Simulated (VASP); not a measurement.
Crystal: Ba3Sm.

```
CELL_PARAMETERS angstrom
5.98128 0.00000 0.00000
0.00000 5.98128 0.00000
0.00000 0.00000 11.85104
ATOMIC_POSITIONS crystal
Sm 0.00000 0.00000 0.00000
Sm 0.50000 0.50000 0.50000
Ba 0.50000 0.50000 0.00000
Ba 0.00000 0.00000 0.50000
Ba 0.50000 0.00000 0.25000
Ba 0.50000 0.00000 0.75000
Ba 0.00000 0.50000 0.25000
Ba 0.00000 0.50000 0.75000
```

The cell comes from a database or a generator and needn't be the stable form of this composition.

```yaml
Program: VASP 6.6.1
Task: relaxation of cell and atoms
Functional: PBE
Dispersion: D4
Potentials_or_basis: VASP PAW PBE potentials, release 64 (Sm_3, Ba_sv), 4f in core
Cutoff: 600 eV
k_mesh: 5 × 5 × 3
Occupations: methfessel-paxton, width 0.2 eV
Spin: collinear spin, random start
Starting_moments: "[0.36, -4.54, 0.0, 0.0, 0.0, 0.0, 0.0, 0.0] μB"
Hubbard_terms: Sm f U = 7 eV
```

At the start: pressure -0.6 GPa; volume 53.00 Å³/atom.

Q: How do energy, volume and symmetry change on relaxing?

A: Over 6 steps the energy falls by 5.8 meV/atom and the volume is 50.05 Å³/atom (-5.6 %); space group I4/mmm (No. 139, to 0.05 Å); moment 0.00 μB per cell.

The path:
| step | energy change (eV) | largest force (eV/Å) | pressure (GPa) | volume (Å³) |
| --- | --- | --- | --- | --- |
| 1 | 0.0000 | 0.0000 | -0.60 | 423.98 |
| 2 | -0.0348 | 0.0000 | -0.31 | 411.86 |
| 3 | -0.0460 | 0.0000 | -0.02 | 401.31 |
| 4 | -0.0461 | 0.0000 | 0.00 | 400.47 |
| 5 | -0.0462 | 0.0000 | 0.00 | 400.46 |
| 6 | -0.0465 | 0.0001 | 0.00 | 400.40 |

Final structure:
```
Sm Ba
1.0
     5.88078    0.00000    0.00000
     0.00000    5.88078    0.00000
     0.00000    0.00000   11.57788
Sm Ba
2 6
Direct
  0.00000 0.00000 0.00000
  0.50000 0.50000 0.50000
  0.50000 0.50000 0.00000
  0.00000 0.00000 0.50000
  0.50000 0.00000 0.25000
  0.50000 0.00000 0.75000
  0.00000 0.50000 0.25000
  0.00000 0.50000 0.75000
```

Caveat: the magnetic or orbital state may not be the lowest; U is put on an f shell that these potentials keep in the core, so it has next to no effect; pairwise dispersion overbinds metals, which lowers pressure and volume.
